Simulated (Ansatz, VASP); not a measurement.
# Ba3Ca4Si9O25 (glassy 56SiO2-19BaO-25CaO (mol %)): VASP beside Ansatz, part 2 of 3

Wanted: the spread between two codes on one cell, functional and k mesh. Of the first pair: The structure shown is the start of the Ansatz relaxation below; VASP solves that cell, so the two are compared at the walk's first step.

VASP 6.6.1 and Ansatz 0.2.0.

So far: The structure; Ansatz: relaxation, PBE.

## 3. VASP: single point, PBE, start cell, pair 1

Level of this step: PBE; plane waves and PAW (Si, Ba_sv, Ca_sv, O) (VASP).

The same cell, functional, mesh and smearing now go to VASP, with its own data sets.

Lines of VASP's logs that name or quote its potential files are left out, and so is its time.

Input file INCAR:

```
SYSTEM = Ba3Ca4Si9O25
PREC = Accurate
ENCUT = 520
EDIFF = 1E-06
NELM = 120
ISMEAR = -1
SIGMA = 0.05
LREAL = Auto
ALGO = Normal
GGA = PE
NBANDS = 320
LORBIT = 11
LWAVE = .FALSE.
LCHARG = .FALSE.
ISIF = 2
LASPH = .TRUE.
GGA_COMPAT = .FALSE.
EFERMI = MIDGAP
NCORE = 2
```

Input file POSCAR:

```
Ba3Ca4Si9O25
1.0
   10.6757300000      0.0000000000      0.0000000000
    0.0000000000     10.6757300000      0.0000000000
    0.0000000000      0.0000000000     10.6757300000
Si Ba Ca O
18 6 8 50
Direct
    0.1639138495      0.8241965655      0.7493164402
    0.8132371276      0.0664685225      0.8021746522
    0.4676776202      0.0680140843      0.7455415227
    0.6249408706      0.3334479235      0.4846600654
    0.6510936489      0.3134024559      0.2021126424
    0.3957855809      0.6623996673      0.6888334568
    0.4036538953      0.6718135434      0.0829826157
    0.0035313744      0.7130004225      0.3705133045
    0.6270671888      0.8829185451      0.3007944187
    0.3325205864      0.9266438923      0.9530495807
    0.2565819855      0.5947602646      0.3175614220
    0.2040609869      0.1950217924      0.6757102325
    0.6663525586      0.0479779837      0.5446934308
    0.9013341476      0.1908721933      0.2805709773
    0.1132943602      0.3708317839      0.1879590436
    0.8957326572      0.6857704344      0.7935944427
    0.0675832004      0.9640933220      0.2585209630
    0.3386559982      0.4150067490      0.5417147118
    0.0914035855      0.6489204954      0.0295717483
    0.6697621615      0.6420825555      0.5287881953
    0.3766393493      0.3175239539      0.9720178386
    0.1058569297      0.1149054912      0.9872299131
    0.6652940829      0.4195778649      0.8297137526
    0.9738818797      0.3774261807      0.5387547268
    0.5864235982      0.0603893130      0.0515655604
    0.9672874829      0.9797362803      0.5629591606
    0.8733454293      0.9039007169      0.0377772761
    0.7293927441      0.6298679341      0.1454701458
    0.3676095218      0.1135285362      0.2463812779
    0.9952668342      0.3695391322      0.8504430142
    0.6326312112      0.7896602855      0.8710317702
    0.3088781751      0.8902623052      0.4505078341
    0.3328390658      0.5595495577      0.0101164042
    0.2009323953      0.2771145392      0.8081133562
    0.8492440330      0.7072303252      0.9450313936
    0.0942886341      0.8852509383      0.1402527040
    0.5450493784      0.0150996700      0.6275636420
    0.1589212166      0.5074313419      0.2314595817
    0.7709168366      0.2200505258      0.2082480542
    0.1468377338      0.8798086876      0.6126232117
    0.5287507271      0.6424291360      0.7565665299
    0.5140444728      0.1848772871      0.8081133562
    0.5307552739      0.2284714956      0.1775803622
    0.8050409668      0.7618495410      0.7103776510
    0.7191077331      0.9905739467      0.8886418072
    0.3445291329      0.5245823939      0.6467192407
    0.4795362940      0.3693611584      0.5305117308
    0.9379311766      0.6639639631      0.2368175291
    0.4903364922      0.9438417794      0.3089718455
    0.6881215617      0.9480194797      0.4322702054
    0.3260104930      0.1038523829      0.6927207788
    0.1817205943      0.0152589097      0.3261322645
    0.9682616552      0.0723229231      0.2020564402
    0.9998754184      0.3059743924      0.2761591011
    0.7734084695      0.0469101410      0.6527516151
    0.6631958658      0.4145758651      0.0986255741
    0.2431964840      0.3020870704      0.5702186174
    0.2286869376      0.2792689587      0.1947407812
    0.3445010318      0.8070736146      0.0428261112
    0.9435233000      0.9989106131      0.8433615312
    0.6376425781      0.7372329574      0.3100958904
    0.6949969698      0.9246299785      0.1748264521
    0.4513508678      0.9534804646      0.8502182052
    0.3369137286      0.0521463169      0.0317355347
    0.4127305580      0.7399493992      0.5686917897
    0.8909835674      0.1505377150      0.4192125503
    0.0409433360      0.7414106576      0.7915992630
    0.8340787937      0.2091941254      0.8488412502
    0.2133437245      0.9177826715      0.8638004146
    0.3038387070      0.4977083534      0.4202054567
    0.2782104830      0.7279033846      0.7599292976
    0.7225267031      0.3969283599      0.5701062129
    0.9851316959      0.8724180923      0.3567437543
    0.0605953879      0.3731360759      0.0463574856
    0.3582424808      0.6445835554      0.2249401212
    0.8968473350      0.5413493972      0.7792816042
    0.6518804803      0.3709629224      0.3393397922
    0.6351415781      0.1795006056      0.4891468780
    0.1654594112      0.7001675764      0.3719089936
    0.5475784794      0.6786140152      0.0412524483
    0.0714143201      0.1460883705      0.6433096378
    0.9597095468      0.6375208065      0.4843415860
```

Input file KPOINTS:

```
Automatic mesh
0
Gamma
1 1 1
0 0 0
```

PAW data sets: Si, Ba_sv, Ca_sv and O (PBE family, release 64).

Run with:

```bash
mpirun -np 8 vasp_gam
```

Numbers of over 12 decimals in the logs are rounded to 6 here.

The log of the run:

```text
[banner, memory and clock lines left out]
running    8 mpi-ranks, on    1 nodes
[...]
LDA part: xc-table for (Slater+PW92), standard interpolation
 POSCAR, INCAR and KPOINTS ok, starting setup
[...]
entering main loop
       N       E                     dE             d eps       ncg     rms          rms(c)
DAV:   1     0.587724149509E+04    0.58772E+04   -0.29752E+05   640   0.161E+03
DAV:   2    -0.811489734996E+02   -0.59584E+04   -0.57352E+04   800   0.427E+02
DAV:   3    -0.663395234077E+03   -0.58225E+03   -0.57831E+03   760   0.146E+02
DAV:   4    -0.690573559693E+03   -0.27178E+02   -0.27071E+02   856   0.275E+01
[...]
DAV:  17    -0.599710855475E+03   -0.13945E-04   -0.21022E-04   776   0.322E-02    0.193E-02
DAV:  18    -0.599710856660E+03   -0.11848E-05   -0.44659E-05   840   0.132E-02    0.136E-02
DAV:  19    -0.599710856489E+03    0.17141E-06   -0.63267E-06   712   0.636E-03
   1 F= -.59971086E+03 E0= -.59971086E+03  d E =-.557647E-13
```

OUTCAR, selected parts (step 3):

```text
  Total       37.1142547     43.2901702     36.8818208      0.6935633     -2.2171022     -2.5592145
  in kB       48.8718278     57.0042362     48.5657603      0.9132800     -2.9194668     -3.3699584
  external PRESSURE =      51.4806081 kB  Pullay stress =       0.0000000 kB

 POSITION                                       TOTAL-FORCE (eV/Angst)
 -----------------------------------------------------------------------------------
      1.74990      8.79890      7.99950        -0.201969     -0.530017     -0.864419
      8.68190      0.70960      8.56380         1.741790      0.233926      0.812200
      4.99280      0.72610      7.95920        -2.485313     -2.318549     -1.934220
      6.67170      3.55980      5.17410        -1.920564     -2.796497     -1.055109
      6.95090      3.34580      2.15770         0.253672     -0.952717     -0.090888
      4.22530      7.07160      7.35380        -0.826636     -0.725247      0.421499
[...]
9.62240      2.03770      2.99530        -0.045215     -1.140876     -0.665659
      1.20950      3.95890      2.00660        -0.388766     -1.305047      0.174702
      9.56260      7.32110      8.47220         0.708199      2.830351      1.843078
      0.72150     10.29240      2.75990        -3.192451     -1.286077      0.566854
      3.61540      4.43050      5.78320         0.277521      2.365793      0.734356
      0.97580      6.92770      0.31570         0.543899      0.349494      0.844953
      7.15020      6.85470      5.64520         0.240868      1.244812     -0.056163
[...]
-----------------------------------------------------------------------------------
    total drift:                               -0.003689     -0.020675      0.017451

  FREE ENERGIE OF THE ION-ELECTRON SYSTEM (eV)
  ---------------------------------------------------
  free  energy   TOTEN  =      -599.7108564888 eV

  energy  without entropy=     -599.7108564888  energy(sigma->0) =     -599.71085649

[... 3 further parts left out ...]
[key lines of the parts left out:]
E-fermi :   3.9443
```

Harder data sets than Ba_sv exist (the GW ones), and pressures, volumes and forces can shift noticeably with them.

## 4. Differences

Known differences besides the potentials themselves: the cutoff is 420 eV in Ansatz and 520 eV in VASP (PREC = Accurate, projectors in real space). Total energies have different zeros and are not compared.

Forces on 10 of the 82 atoms, those with the largest forces and the largest differences (eV/Å; atoms numbered as in POSCAR):

```csv
atom,"Ansatz x, y, z","VASP x, y, z"
Si3,"-2.469, -2.261, -1.904","-2.485, -2.319, -1.934"
Si6,"-0.784, -0.686, 0.341","-0.827, -0.725, 0.421"
Si8,"-0.019, 0.748, -3.969","0.021, 0.803, -3.983"
O36,"-0.098, -1.357, -3.718","-0.075, -1.403, -3.773"
O42,"2.481, 4.657, 3.102","2.548, 4.671, 3.084"
O52,"3.870, 1.736, 2.175","3.900, 1.777, 2.201"
O60,"0.955, -0.556, -0.065","0.955, -0.640, -0.118"
O65,"0.982, 2.163, -3.531","0.976, 2.217, -3.611"
O66,"0.021, -0.145, 2.593","-0.004, -0.204, 2.669"
O76,"0.396, -4.628, -0.427","0.423, -4.660, -0.442"
```

The forces differ by 33 meV/Å r.m.s., which is 2.4 % of the r.m.s. force of 1.355 eV/Å (both taken over all components).

## 5. Ansatz: relaxation, PBE

This run makes the geometry at which the two programs are then compared. The cell compared in this pair holds 1223.74 Å³, against 1216.73 Å³ for the pair before.

The structure compared here is the end of the Ansatz relaxation.

Input file input.yaml:

```yaml
crystal:
  lattice:
    - [10.67573, 0.0, 0.0]
    - [0.0, 10.67573, 0.0]
    - [0.0, 0.0, 10.67573]
  atoms:
    - { symbol: Si, position: [0.16391, 0.8242, 0.74932] }
    - { symbol: Si, position: [0.81324, 0.06647, 0.80217] }
    - { symbol: Si, position: [0.46768, 0.06801, 0.74554] }
    - { symbol: Si, position: [0.62494, 0.33345, 0.48466] }
    - { symbol: Si, position: [0.65109, 0.3134, 0.20211] }
    - { symbol: Si, position: [0.39579, 0.6624, 0.68883] }
    - { symbol: Si, position: [0.40365, 0.67181, 0.08298] }
    - { symbol: Si, position: [0.00353, 0.713, 0.37051] }
    - { symbol: Si, position: [0.62707, 0.88292, 0.30079] }
    - { symbol: Si, position: [0.33252, 0.92664, 0.95305] }
    - { symbol: Si, position: [0.25658, 0.59476, 0.31756] }
    - { symbol: Si, position: [0.20406, 0.19502, 0.67571] }
    - { symbol: Si, position: [0.66635, 0.04798, 0.54469] }
    - { symbol: Si, position: [0.90133, 0.19087, 0.28057] }
    - { symbol: Si, position: [0.11329, 0.37083, 0.18796] }
    - { symbol: Si, position: [0.89573, 0.68577, 0.79359] }
    - { symbol: Si, position: [0.06758, 0.96409, 0.25852] }
    - { symbol: Si, position: [0.33866, 0.41501, 0.54171] }
    - { symbol: Ba, position: [0.0914, 0.64892, 0.02957] }
    - { symbol: Ba, position: [0.66976, 0.64208, 0.52879] }
    - { symbol: Ba, position: [0.37664, 0.31752, 0.97202] }
    - { symbol: Ba, position: [0.10586, 0.11491, 0.98723] }
    - { symbol: Ba, position: [0.66529, 0.41958, 0.82971] }
    - { symbol: Ba, position: [0.97388, 0.37743, 0.53875] }
    - { symbol: Ca, position: [0.58642, 0.06039, 0.05157] }
    - { symbol: Ca, position: [0.96729, 0.97974, 0.56296] }
    - { symbol: Ca, position: [0.87335, 0.9039, 0.03778] }
    - { symbol: Ca, position: [0.72939, 0.62987, 0.14547] }
    - { symbol: Ca, position: [0.36761, 0.11353, 0.24638] }
    - { symbol: Ca, position: [0.99527, 0.36954, 0.85044] }
    - { symbol: Ca, position: [0.63263, 0.78966, 0.87103] }
    - { symbol: Ca, position: [0.30888, 0.89026, 0.45051] }
    - { symbol: O, position: [0.33284, 0.55955, 0.01012] }
    - { symbol: O, position: [0.20093, 0.27711, 0.80811] }
    - { symbol: O, position: [0.84924, 0.70723, 0.94503] }
    - { symbol: O, position: [0.09429, 0.88525, 0.14025] }
    - { symbol: O, position: [0.54505, 0.0151, 0.62756] }
    - { symbol: O, position: [0.15892, 0.50743, 0.23146] }
    - { symbol: O, position: [0.77092, 0.22005, 0.20825] }
    - { symbol: O, position: [0.14684, 0.87981, 0.61262] }
    - { symbol: O, position: [0.52875, 0.64243, 0.75657] }
    - { symbol: O, position: [0.51404, 0.18488, 0.80811] }
    - { symbol: O, position: [0.53076, 0.22847, 0.17758] }
    - { symbol: O, position: [0.80504, 0.76185, 0.71038] }
    - { symbol: O, position: [0.71911, 0.99057, 0.88864] }
    - { symbol: O, position: [0.34453, 0.52458, 0.64672] }
    - { symbol: O, position: [0.47954, 0.36936, 0.53051] }
    - { symbol: O, position: [0.93793, 0.66396, 0.23682] }
    - { symbol: O, position: [0.49034, 0.94384, 0.30897] }
    - { symbol: O, position: [0.68812, 0.94802, 0.43227] }
    - { symbol: O, position: [0.32601, 0.10385, 0.69272] }
    - { symbol: O, position: [0.18172, 0.01526, 0.32613] }
    - { symbol: O, position: [0.96826, 0.07232, 0.20206] }
    - { symbol: O, position: [0.99988, 0.30597, 0.27616] }
    - { symbol: O, position: [0.77341, 0.04691, 0.65275] }
    - { symbol: O, position: [0.6632, 0.41458, 0.09863] }
    - { symbol: O, position: [0.2432, 0.30209, 0.57022] }
    - { symbol: O, position: [0.22869, 0.27927, 0.19474] }
    - { symbol: O, position: [0.3445, 0.80707, 0.04283] }
    - { symbol: O, position: [0.94352, 0.99891, 0.84336] }
    - { symbol: O, position: [0.63764, 0.73723, 0.3101] }
    - { symbol: O, position: [0.695, 0.92463, 0.17483] }
    - { symbol: O, position: [0.45135, 0.95348, 0.85022] }
    - { symbol: O, position: [0.33691, 0.05215, 0.03174] }
    - { symbol: O, position: [0.41273, 0.73995, 0.56869] }
    - { symbol: O, position: [0.89098, 0.15054, 0.41921] }
    - { symbol: O, position: [0.04094, 0.74141, 0.7916] }
    - { symbol: O, position: [0.83408, 0.20919, 0.84884] }
    - { symbol: O, position: [0.21334, 0.91778, 0.8638] }
    - { symbol: O, position: [0.30384, 0.49771, 0.42021] }
    - { symbol: O, position: [0.27821, 0.7279, 0.75993] }
    - { symbol: O, position: [0.72253, 0.39693, 0.57011] }
    - { symbol: O, position: [0.98513, 0.87242, 0.35674] }
    - { symbol: O, position: [0.0606, 0.37314, 0.04636] }
    - { symbol: O, position: [0.35824, 0.64458, 0.22494] }
    - { symbol: O, position: [0.89685, 0.54135, 0.77928] }
    - { symbol: O, position: [0.65188, 0.37096, 0.33934] }
    - { symbol: O, position: [0.63514, 0.1795, 0.48915] }
    - { symbol: O, position: [0.16546, 0.70017, 0.37191] }
    - { symbol: O, position: [0.54758, 0.67861, 0.04125] }
    - { symbol: O, position: [0.07141, 0.14609, 0.64331] }
    - { symbol: O, position: [0.95971, 0.63752, 0.48434] }
kpoints:
  mp_grid: { grid: [1, 1, 1] }
hamiltonian:
  xc: pbe
scf:
  occupations: { method: fermi_dirac, width: 0.05 }
output:
  forces: true
relax:
  f_tol: 0.05
  max_steps: 150
  cell: {}
```

Run with:

```bash
ansatz run input.yaml --threads 4 --pin off --max-ram 8192MiB --backend cpu --events-out ev --progress --plain --runs-dir out
```

The log of the run:

```text
[...]
Crystal: 82 atoms, lattice volume = 1216.726 Å³
Basis set: ecut = 420 eV, 23847 PW (Γ), exchange–correlation on 144×144×144 points (8 copies of the dense FFT grid, shifted against one another)
Bands: 338, of which v1, the nominal top of the filled ones, is band 256 counted from 1 (255 counted from 0)
Symmetry: 1 space group operations
[...]
k-points: 1
[...]
- { symbol: O, position: [0.846956, 0.717953, 0.960176] }
    - { symbol: O, position: [0.068065, 0.888244, 0.123790] }
    - { symbol: O, position: [0.519811, 0.026253, 0.636985] }
    - { symbol: O, position: [0.162203, 0.476133, 0.245258] }
    - { symbol: O, position: [0.771165, 0.211059, 0.179435] }
    - { symbol: O, position: [0.159239, 0.870547, 0.618568] }
[...]
- { symbol: O, position: [0.151088, 0.692362, 0.338470] }
    - { symbol: O, position: [0.565321, 0.682106, 0.069864] }
    - { symbol: O, position: [0.099858, 0.179079, 0.584739] }
    - { symbol: O, position: [0.936373, 0.621724, 0.465665] }
[key lines of the parts left out:]
P = ⅓ Tr σ = 0.0112 GPa (0.112 kbar)
```

(Continued in part 3 of 3.)

[Lines on the potential files, build, host, timing and source positions are cut from VASP's logs without a mark.]

[Logs are printed without paths, hosts, clocks, repeated set-up lines and the standing remarks that a program may print on its own settings, such as how far it seeks lower states.]

[Hosts, paths, dates, database ids (printed as entryN), source tags and the programs' standing remarks are cut or masked in the printed files.]
